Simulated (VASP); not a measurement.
Level of theory: PW91 GGA, VASP's PBE PAW potentials (set 64) (plane waves; VASP 6.6.1).

VASP ran on this input.

### KPOINTS
```
Regular mesh
0
Gamma
13 13 8
```

### INCAR
```
SYSTEM = Tm
PREC = Accurate; ENCUT = 520; LREAL = .FALSE.
LASPH = .TRUE.
EDIFF = 1E-7; NELM = 100; ALGO = Normal
LMAXMIX = 6
ISMEAR = -5
GGA = 91
ISIF = 2
LWAVE = .FALSE.; LCHARG = .TRUE.; LORBIT = 11
NEDOS = 601
```

**POSCAR**
```
Tm
11.0045430
  0.1615145367  -0.2797513901   0.0000000000
  0.1615145367   0.2797513901   0.0000000000
  0.0000000000   0.0000000000   0.4999999880
Tm
2
Cart
  0.1615145367   0.0932506499   0.1249999970
  0.1615145367  -0.0932506499   0.3749999910
```

POTCAR, in this order: Tm_3 (PBE.64 set). Program: vasp_std.

The 4f electrons are frozen in the core of the lanthanide potential, so 4f levels, which can set the real gap, and their magnetism are missing.

**Question.** Predict the energy per atom (σ→0), band gap (on the k-mesh).

**Answer.** 
| Property | Value |
|---|---|
| energy per atom (σ→0) | -4.483 eV/atom |
| band gap (on the k-mesh) | none (metal, semimetal or under 0.01 eV) |

### OSZICAR
```
...
DAV:   7    -0.896528835210E+01   -0.14891E-01   -0.66585E-02  4110   0.297E+00    0.399E-01
DAV:   8    -0.896500033635E+01    0.28802E-03   -0.41713E-03  3540   0.588E-01    0.699E-02
DAV:   9    -0.896502163214E+01   -0.21296E-04   -0.27604E-04  4502   0.176E-01    0.323E-02
DAV:  10    -0.896501603685E+01    0.55953E-05   -0.33778E-05  3922   0.534E-02    0.479E-02
DAV:  11    -0.896501700317E+01   -0.96632E-06   -0.44893E-06  3481   0.204E-02    0.247E-03
DAV:  12    -0.896501730313E+01   -0.29996E-06   -0.40005E-07  2877   0.660E-03    0.726E-04
DAV:  13    -0.896501732987E+01   -0.26740E-07   -0.28447E-08  1825   0.217E-03
   1 F= -.89650173E+01 E0= -.89650173E+01  d E =0.000000E+00
```

The compound is Tm in the hcp structure. It was relaxed first.
